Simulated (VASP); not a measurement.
A convergence study with VASP on Cu2O (cuprite): a few settings are varied, all else stays as given below, so the limit is that of these other settings. The cell's lengths are 1 % over those of the tabulated start and one atom is moved, so it is off equilibrium.

```yaml
crystal:
  lattice:
    - [4.31270, 0.00000, 0.00000]
    - [0.00000, 4.31270, 0.00000]
    - [0.00000, 0.00000, 4.31270]
  atoms:
    - { symbol: Cu, position: [0.75000, 0.25000, 0.75000] }
    - { symbol: Cu, position: [0.25000, 0.75000, 0.75000] }
    - { symbol: Cu, position: [0.75000, 0.75000, 0.25000] }
    - { symbol: Cu, position: [0.25000, 0.25000, 0.25000] }
    - { symbol: O, position: [0.00000, 0.00000, 0.00000] }
    - { symbol: O, position: [0.51405, 0.50000, 0.50000] }
```

The numbers are results of PBEsol GGA, VASP's PBE PAW potentials (set 64) (plane waves; VASP), not measurements. The last row used: ADDGRID = .TRUE., 600 eV cut-off, 6×6×6 Γ-centred mesh, Gaussian smearing of 0.050 eV, potentials Cu O.

Gaps are read on the run's mesh, which can miss a band edge.

```csv
setting,E (eV/atom),pressure (GPa),largest force (eV/Å),gap on the mesh (eV),plane waves
"ADDGRID = unset, ENCUT = 300, PREC = Low",-5.0233,-26.74,0.984,0.391,968
"ADDGRID = unset, ENCUT = 300, PREC = Normal",-5.0215,-26.71,0.988,0.390,968
"ADDGRID = .TRUE., ENCUT = 300, PREC = Normal",-5.0219,-26.65,0.988,0.390,968
"ADDGRID = .TRUE., ENCUT = 300, PREC = Accurate",-5.0186,-26.62,0.936,0.389,968
"ADDGRID = unset, ENCUT = 400, PREC = Low",-4.9812,-9.48,0.906,0.417,1472
"ADDGRID = unset, ENCUT = 400, PREC = Normal",-4.9797,-9.36,0.911,0.416,1472
"ADDGRID = .TRUE., ENCUT = 400, PREC = Normal",-4.9797,-9.39,0.912,0.416,1472
"ADDGRID = .TRUE., ENCUT = 400, PREC = Accurate",-4.9796,-9.39,0.912,0.416,1472
"ADDGRID = unset, ENCUT = 500, PREC = Low",?,?,?,?,2054
"ADDGRID = unset, ENCUT = 500, PREC = Normal",-4.9747,-6.39,0.914,0.419,2054
"ADDGRID = .TRUE., ENCUT = 500, PREC = Normal",-4.9746,-6.43,0.915,0.419,2054
"ADDGRID = .TRUE., ENCUT = 500, PREC = Accurate",-4.9746,-6.43,0.915,0.419,2054
"ADDGRID = unset, ENCUT = 600, PREC = Low",-4.9771,-6.43,0.908,0.419,2721
"ADDGRID = unset, ENCUT = 600, PREC = Normal",?,-6.34,?,0.419,2721
"ADDGRID = .TRUE., ENCUT = 600, PREC = Normal",-4.9755,-6.34,0.914,0.419,2721
"ADDGRID = .TRUE., ENCUT = 600, PREC = Accurate",-4.9755,-6.34,0.914,0.419,2721
```

Problem. What belongs in the gaps?

Solution. 
- ADDGRID = unset, ENCUT = 500, PREC = Low, E (eV/atom): -4.9762
- ADDGRID = unset, ENCUT = 500, PREC = Low, pressure (GPa): -6.51
- ADDGRID = unset, ENCUT = 500, PREC = Low, largest force (eV/Å): 0.909
- ADDGRID = unset, ENCUT = 500, PREC = Low, gap on the mesh (eV): 0.420
- ADDGRID = unset, ENCUT = 600, PREC = Normal, E (eV/atom): -4.9756
- ADDGRID = unset, ENCUT = 600, PREC = Normal, largest force (eV/Å): 0.913

Left out are rungs that failed or repeat a setting and relaxations that didn't move; long series are thinned to 24 rows.

The compound is Cu2O in the cuprite structure. The cell was not relaxed at this level, it is distorted from the ideal structure.
